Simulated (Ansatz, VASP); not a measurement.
# Al2O3 (Al2O3 (R-3c)): VASP beside Ansatz, part 2 of 2

One calculation is typed for both programs; each brings its own data sets. How far apart do they land? The cell is taken from a series of runs on this material, whose earlier steps may have relaxed, scaled, displaced or heated it; both programs get it as it stands.

VASP 6.6.1 and Ansatz 0.2.0.

So far. Step 2 (VASP: single point, PBE0 form with 20 % exact exchange …): The run ends at a pressure of -1.29 GPa, with forces up to 0.065 eV/Å.

## Step 3: Ansatz: single point, PBE0 form with 20 % exact exchange with an exact-exchange share of 0.2

Level of this step: Ansatz beside VASP: Kohn-Sham DFT, plane waves, PBE0 form with 20 % exact exchange (Ansatz).

Ansatz runs on its PAW soft_1 files.

The same cell, functional and mesh now go to Ansatz.

input.yaml

```yaml
crystal:
  lattice:
    - [2.386652720568, 1.377934589016, 4.33762225]
    - [-2.386652723302, 1.37793459125, 4.337622250794]
    - [5.683353883267e-10, -2.755869186516, 4.337622249206]
  atoms:
    - { symbol: Al, position: [0.647953, 0.647953, 0.647953] }
    - { symbol: Al, position: [0.852047, 0.852047, 0.852047] }
    - { symbol: Al, position: [0.147953, 0.147953, 0.147953] }
    - { symbol: Al, position: [0.352047, 0.352047, 0.352047] }
    - { symbol: O, position: [0.444168, 0.055832, 0.75] }
    - { symbol: O, position: [0.944168, 0.25, 0.555832] }
    - { symbol: O, position: [0.055832, 0.75, 0.444168] }
    - { symbol: O, position: [0.75, 0.444168, 0.055832] }
    - { symbol: O, position: [0.25, 0.555832, 0.944168] }
    - { symbol: O, position: [0.555832, 0.944168, 0.25] }
basis:
  ecutwfc: 420.0
  ecutrho_ratio: 4
  xc_grid: 2
  fft_grid_basis: typed
  precision: f64
kpoints:
  mp_grid: { grid: [2, 2, 2] }
  band_path: { path: [VBM, CBM], npoints: 1 }
hamiltonian:
  xc: { preset: pbe0, exx: 0.2 }
  pseudopotentials:
    kind: paw
    azcp: { folder: soft_1, O: "soft_1/O.paw.azcp", Al: "soft_1/Al.paw.azcp" }
scf:
  max_iter: 100
  occupations: { method: fixed }
output:
  forces: true
checkpoint:
  write: "../host.a20.run"
  compress: false
  write_wavefunctions: true
  write_every: 100000
```

Command:

```
$ ansatz run input.yaml --threads 32 --pin off --max-ram 84787MiB --backend cuda --events-out ev --progress --plain --runs-dir out --max-vram 78GiB
```

Numbers of over 12 decimals in the logs are rounded to 6 here.

Log:

```text
Engine: ansatz 0.2.0, aarch64-unknown-linux-gnu
Pseudopotentials: kind: paw
Pseudopotential: Al, paw, valence charge 3, recommended cutoff 420 eV (normal), soft_1/Al.paw.azcp
Pseudopotential: O, paw, valence charge 6, recommended cutoff 420 eV (normal), soft_1/O.paw.azcp
Functional definition: unnamed
  parameter a_1 = 0.2
  exchange = (1 - a_1)*pbe_x + a_1*exact_x
  correlation = pbe_c
davidson cushion auto → on  (no smearing: the cushion is to keep the highest requested band from converging to the state above it; pin scf.eigensolver.cushion to override)
device memory: the entry about to start is reckoned to put 2.1 GiB on a device that reports 182.7 GiB free (of which the cap on the GPU budget leaves the run 78.0 GiB)
GPU FFT provider: cuFFT
GPU libraries: cuBLAS 13.8.1, cuFFT 12.4.0, cuSOLVER 12.3.2
Crystal: 10 atoms, lattice volume = 85.590 Å³
Basis set: ecut = 420 eV, 1653 PW (Γ), exchange–correlation on 72×72×72 points (8 copies of the dense FFT grid, shifted against one another)
Bands: 34, of which v1, the nominal top of the filled ones, is band 24 counted from 1 (23 counted from 0)
Symmetry: 12 space group operations
Space group: R-3c (ITA 167), of the structure as read, at distance tolerance 4.4e-5 Å
k-points: 4 of 8
Non-local potential: Al, projectors of the file, l = 0: 2, l = 1: 2, l = 2: 1
Non-local potential: O, projectors of the file, l = 0: 2, l = 1: 2, l = 2: 1
PAW form: soft (Blöchl's): semilocal exchange-correlation on the pseudo side does not see the compensation charge
PAW frozen core: Al, regenerated for the run's functional, and the local potential with it (the file was generated under x = pbe(κ = 0.804, μ = 0.219515), c = pbe(β = 0.066725))
PAW frozen core: O, regenerated for the run's functional, and the local potential with it (the file was generated under x = pbe(κ = 0.804, μ = 0.219515), c = pbe(β = 0.066725))
PAW one-centre angular grid: Al, 110 points (default); XC on 64 Gauss nodes
PAW one-centre angular grid: O, 110 points (default); XC on 64 Gauss nodes
Initial density: superposition of atomic densities (chi_scale 0.1, normalization cell, long waves kept (reshape's long-wave potential 0.00 eV rms))
Initial wavefunctions: pseudopotential atomic-orbital guess
GPU buffer pool allocated for 46656 grid points (all kernels)
GPU transforms: local potential and band sums: pruned to the plane-wave sphere, on 36×36×36
Functional: x = pbe(κ = 0.804, μ = 0.219515), c = pbe(β = 0.066725), warm-up for x = 0.8 pbe(κ = 0.804, μ = 0.219515) + 0.2 exact, c = pbe(β = 0.066725)
SCF iter   1: F=—  HF=-5573.231347 eV  |Δ(HF+E_count)|=         —  Δρ=1.32e-1  dr2=1.38e1  Hψ=480
preconditioner: auto → none  [insulator: Δε(μ)=7.153 eV  Ē_g=18.435 eV  n_scr=20 (ndim 8)  ℏωp=27.8 eV  f_vac=0.000]
SCF iter   2: F=—  HF=-5569.971099 eV  |Δ(HF+E_count)|=    3.26e0  Δρ=6.83e-2  dr2=1.64e0  Hψ=378
SCF iter   3: F=—  HF=-5569.554642 eV  |Δ(HF+E_count)|=   4.16e-1  Δρ=2.11e-2  dr2=1.71e-1  Hψ=356
iter 4 solved again at ethr=4.78e-6 eV; its pass at ethr=3.56e-4 eV (dr2=2.30e-3 eV) is discarded
SCF iter   4: F=-5569.575246 eV  HF=-5569.576377 eV  |Δ(HF+E_count)|=   2.17e-2  Δρ=1.75e-3  dr2=2.28e-3  Hψ=774
SCF 1 stopped early in 4 iterations: F = -5569.575246 eV  dr2 = 2.28e-3
  greatest PAW one-centre occupation: 0.857 electrons in one spin orbital (limit 2), on the O atom at site 9 (counted from 0), in its partial waves of l = 0
device memory: the entry about to start is reckoned to put 2.4 GiB on a device that reports 176.5 GiB free (of which the cap on the GPU budget leaves the run 78.0 GiB)
GPU FFT provider: cuFFT
GPU libraries: cuBLAS 13.8.1, cuFFT 12.4.0, cuSOLVER 12.3.2
Initial density: handed on by an earlier stage of this run
Initial wavefunctions: those handed on with the density
GPU buffer pool allocated for 46656 grid points (all kernels)
GPU transforms: local potential and band sums: pruned to the plane-wave sphere, on 36×36×36
Functional: x = 0.8 pbe(κ = 0.804, μ = 0.219515) + 0.2 exact, c = pbe(β = 0.066725)
Exchange kernel: α = 0.2000, full range, Wigner–Seitz truncation, v(0) = 2690.9801 eV·Å³, q-mesh 2×2×2, nearest image of the exchange supercell L = 9.55 Å, pair-density grid 24×24×24, without the augmentation charges, whose exchange is taken in its separable form by FFT convolution over the k-point mesh (sized by the pseudopotential files, 27×27×32 at the most), smooth part of the exact exchange by density-matrix con
Frozen-core exchange: fock
SCF iter   1: F=—  HF=-5571.660859 eV  |Δ(HF+E_count)|=         —  Δρ=6.58e-3  dr2=2.94e-2  Hψ=592
preconditioner: auto → none  [insulator: Δε(μ)=8.250 eV  Ē_g=20.218 eV  n_scr=20 (ndim 8)  ℏωp=27.8 eV  f_vac=0.000]
SCF iter   2: F=—  HF=-5571.651604 eV  |Δ(HF+E_count)|=   9.26e-3  Δρ=1.60e-3  dr2=1.93e-3  Hψ=308
SCF iter   3: F=—  HF=-5571.660139 eV  |Δ(HF+E_count)|=   8.53e-3  Δρ=6.59e-4  dr2=1.65e-4  Hψ=481
SCF iter   4: F=—  HF=-5571.660115 eV  |Δ(HF+E_count)|=   2.41e-5  Δρ=4.07e-5  dr2=6.35e-6  Hψ=302
SCF iter   5: F=-5571.660183 eV  HF=-5571.660183 eV  |Δ(HF+E_count)|=   6.80e-5  Δρ=5.80e-5  dr2=1.13e-6  Hψ=609
SCF 2 stopped early in 5 iterations: F = -5571.660183 eV  dr2 = 1.13e-6
  Residual-converged pass: ⟨swp⟩=2.8  Hψ=272  notcnv=0  max |occ|·‖R‖ = 6.7e-6 eV (tolerance 6.7e-6 eV)  dr2=1.13e-6  dr2_onsite=8.73e-8  max |Δocc| = 0.0e0
  greatest PAW one-centre occupation: 0.860 electrons in one spin orbital (limit 2), on the O atom at site 9 (counted from 0), in its partial waves of l = 0
hybrid outer 1: dexx = +1.014e-2 eV, tail = 1.50e-5 eV
GPU FFT provider: cuFFT
GPU libraries: cuBLAS 13.8.1, cuFFT 12.4.0, cuSOLVER 12.3.2
GPU buffer pool allocated for 46656 grid points (all kernels)
GPU transforms: local potential and band sums: pruned to the plane-wave sphere, on 36×36×36
Exchange kernel: α = 0.2000, full range, Wigner–Seitz truncation, v(0) = 2690.9801 eV·Å³, q-mesh 2×2×2, nearest image of the exchange supercell L = 9.55 Å, pair-density grid 24×24×24, without the augmentation charges, whose exchange is taken in its separable form by FFT convolution over the k-point mesh (sized by the pseudopotential files, 27×27×32 at the most), smooth part of the exact exchange by density-matrix con
Frozen-core exchange: fock
SCF iter   1: F=—  HF=-5571.660297 eV  |Δ(HF+E_count)|=         —  Δρ=3.54e-5  dr2=3.53e-7  Hψ=319
preconditioner: auto → none  [insulator: Δε(μ)=8.248 eV  Ē_g=20.196 eV  n_scr=20 (ndim 8)  ℏωp=27.8 eV  f_vac=0.000]
SCF iter   2: F=—  HF=-5571.660298 eV  |Δ(HF+E_count)|=   2.68e-7  Δρ=1.07e-5  dr2=5.51e-8  Hψ=523
SCF iter   3: F=-5571.660298 eV  HF=-5571.660298 eV  |Δ(HF+E_count)|=   1.15e-7  Δρ=3.77e-6  dr2=8.29e-9  Hψ=445
SCF 3 converged in 3 iterations: F = -5571.660298 eV  dr2 = 8.29e-9
  Residual-converged pass: ⟨swp⟩=3.0  Hψ=286  notcnv=0  max |occ|·‖R‖ = 9.6e-7 eV (tolerance 9.9e-7 eV)  dr2=8.38e-9  dr2_onsite=9.16e-10  max |Δocc| = 0.0e0
hybrid outer 2: dexx = +1.235e-7 eV, tail = 2.08e-8 eV, Δε = 7.56e-4 eV (about 3.57e-5 eV left of the loop's levels), ΔF = 2.23e-3 eV/Å (tail 2.34e-4)
device memory: the entry about to start is reckoned to put 0.8 GiB on a device that reports 183.4 GiB free (of which the cap on the GPU budget leaves the run 78.0 GiB)
NSCF: frozen V_eff on 32 k-points, pencils in batches of 32, up to order 152
device memory: the entry about to start is reckoned to put 0.8 GiB on a device that reports 183.4 GiB free (of which the cap on the GPU budget leaves the run 78.0 GiB)
NSCF: frozen V_eff on 32 k-points, pencils in batches of 32, up to order 152
device memory: the entry about to start is reckoned to put 0.8 GiB on a device that reports 162.7 GiB free (of which the cap on the GPU budget leaves the run 78.0 GiB)
NSCF: frozen V_eff on 32 k-points, pencils in batches of 32, up to order 152
device memory: the entry about to start is reckoned to put 0.6 GiB on a device that reports 167.5 GiB free (of which the cap on the GPU budget leaves the run 78.0 GiB)
NSCF: frozen V_eff on 1 k-points
device memory: the entry about to start is reckoned to put 0.6 GiB on a device that reports 167.5 GiB free (of which the cap on the GPU budget leaves the run 78.0 GiB)
NSCF: frozen V_eff on 3 k-points
device memory: the entry about to start is reckoned to put 0.6 GiB on a device that reports 167.5 GiB free (of which the cap on the GPU budget leaves the run 78.0 GiB)
NSCF: frozen V_eff on 3 k-points
device memory: the entry about to start is reckoned to put 0.6 GiB on a device that reports 167.5 GiB free (of which the cap on the GPU budget leaves the run 78.0 GiB)
NSCF: frozen V_eff on 3 k-points
device memory: the entry about to start is reckoned to put 0.6 GiB on a device that reports 167.5 GiB free (of which the cap on the GPU budget leaves the run 78.0 GiB)
NSCF: frozen V_eff on 3 k-points
device memory: the entry about to start is reckoned to put 0.6 GiB on a device that reports 167.5 GiB free (of which the cap on the GPU budget leaves the run 78.0 GiB)
NSCF: frozen V_eff on 2 k-points
hybrid SCF converged: 2 outer / 8 inner (+4 warm-up), last move |dexx| = 1.23e-7 eV, tail = 2.08e-8 eV
Stability not checked: this state was not tested for a lower state beside it, because the functional holds exact exchange (a hybrid, or Hartree-Fock), whose exchange loop this test does not read (fock_operator; see scf.lower_state_search)
Free energy (F): -5571.660298 eV
Frozen-core exchange: fock
Harris-Foulkes:  -5571.660298 eV  (|F-HF|=4.53e-9)
Internal energy: -5571.660298 eV  (E = F + TS)
E sigma→0 (E₀):  -5571.660298 eV
Fermi energy:    6.280244 eV
--- Per-component energies (eV) ---
  E_band       = -22.701159
  E_kinetic    = 1146.537892
  E_local      = -1971.638644  (includes V_loc(G=0)·N_el)
  E_nonlocal   = 344.615648
  E_hartree    = 752.950334
  E_xc         = -485.235418
  E_vxc        = -558.268174  (∫ρ·V_xc dr)
  E_exx        = -124.926752  (= α·E_x^exact, valence–valence)
  E_paw        = -2842.168860  (= ΣΔE_a)
  E_vpaw       = -239.995201  (= ΣTr[D̂ρ^β])
  E_aug_tail   = 0.004729  (compensation charges beyond the density's cutoff)
  E_ewald      = -2391.536361
  E_core_change = -0.262865  (= ΣΔE_core)
  E_smearing   = -0.000000  (= −TS)
  E_closure    = 0.000001  (closes the sum)
  Σ components = -5571.660298   (vs F -5571.660298, Δ=0.00e0)
--- Forces (eV/Å), atoms counted from 1 ---
  atom   1  Al    -0.00000000    -0.00000000     0.00136565
  atom   2  Al     0.00000000     0.00000000    -0.00136565
  atom   3  Al    -0.00000000    -0.00000000     0.00136565
  atom   4  Al     0.00000000     0.00000000    -0.00136565
  atom   5  O     -0.05598289    -0.00000000    -0.00000000
  atom   6  O     -0.02799145    -0.04848261    -0.00000000
  [... 4 more lines of this table ...]
  max |Σ_I F_I| component: 5.78e-18 eV/Å
--- Band table (eV) ---
  k-point 0: bands = ["-14.2069", "-11.8172", "-11.5344", "-11.5344", "-11.2079", "-11.2079", "-0.9404", "0.0853", "0.4866", "0.4866", "1.6395", "1.7254", "1.7254", "2.8049", "3.2112", "4.8305", "4.83
  k-point 1: bands = ["-13.0263", "-13.0263", "-11.5469", "-11.5469", "-11.4134", "-11.4134", "-0.4583", "-0.4583", "0.8407", "0.8407", "2.5527", "2.5527", "2.6876", "2.6876", "3.9904", "3.9904", "4.6
  k-point 2: bands = ["-13.0110", "-12.3203", "-12.1063", "-11.9125", "-11.6539", "-11.1574", "-0.1570", "0.3108", "1.3288", "1.4836", "1.8435", "2.1662", "2.3421", "2.8950", "3.6460", "3.8628", "4.38
  k-point 3: bands = ["-13.1797", "-13.1797", "-11.3902", "-11.3902", "-11.3902", "-11.3902", "0.4178", "0.4178", "1.6420", "1.6420", "1.6420", "1.6420", "2.0462", "2.0462", "3.8965", "3.8965", "4.190
  guard bands above this table: 4 of the run's 34 bands. The solve was not asked for them (output.publish_guard_bands: true or output.eigenvalues: true publishes all)
```

## Step 4: Comparison

Known differences besides the potentials themselves: exact exchange at q = 0 is treated differently, which shows on coarse meshes; VASP keeps PBE cores, Ansatz makes them for the functional; fixed occupations in Ansatz, narrow Gaussian smearing in VASP; the cutoff is 420 eV in Ansatz and 520 eV in VASP; VASP takes a coarser grid for exact exchange (PRECFOCK = Fast). Total energies have different zeros and are not compared.

Both answers:

```tsv
quantity	Ansatz	VASP	difference
gap on the k mesh (eV)	8.248	8.277	-0.028
```

Forces (eV/Å; atoms numbered as in POSCAR):

```tsv
atom	Ansatz x, y, z	VASP x, y, z
Al1	0.000, 0.000, 0.001	0.000, 0.000, -0.017
Al2	0.000, 0.000, -0.001	0.000, 0.000, 0.017
Al3	0.000, 0.000, 0.001	0.000, 0.000, -0.017
Al4	0.000, 0.000, -0.001	0.000, 0.000, 0.017
O5	-0.056, 0.000, 0.000	-0.065, 0.000, 0.000
O6	-0.028, -0.048, 0.000	-0.032, -0.056, 0.000
O7	0.028, 0.048, 0.000	0.032, 0.056, 0.000
O8	0.028, -0.048, 0.000	0.032, -0.056, 0.000
O9	-0.028, 0.048, 0.000	-0.032, 0.056, 0.000
O10	0.056, 0.000, 0.000	0.065, 0.000, 0.000
```

The forces differ by 7.6 meV/Å r.m.s., which is 25.8 % of the r.m.s. force of 0.030 eV/Å (both taken over all components). A gap on the mesh is an upper bound, since the band edges may lie between its points.

## Step 5: Outcome

| Quantity | Value |
| --- | --- |
| difference in gap on the k mesh (single point, PBE0 form with 20 % exact exchange with an exact-exchange share of 0.2) | -0.028 eV |
| r.m.s. force difference (single point, PBE0 form with 20 % exact exchange with an exact-exchange share of 0.2) | 7.6 meV/Å |

**Reading.** The r.m.s. force difference is 7.6 meV/Å (single point, PBE0 form with 20 % exact exchange with an exact-exchange share of 0.2), within the 12 meV/Å picked in this series as the mark of a large difference. Such differences can come from data sets, numerical settings and the points named under the comparisons, not from the functional's error against experiment.

[Lines on the potential files, build, host, timing and source positions are cut from VASP's logs without a mark.]

[Logs are printed without paths, hosts, clocks, repeated set-up lines and the standing remarks that a program may print on its own settings, such as how far it seeks lower states.]

[Hosts, paths, dates, database ids (printed as entryN), source tags and the programs' standing remarks are cut or masked in the printed files.]
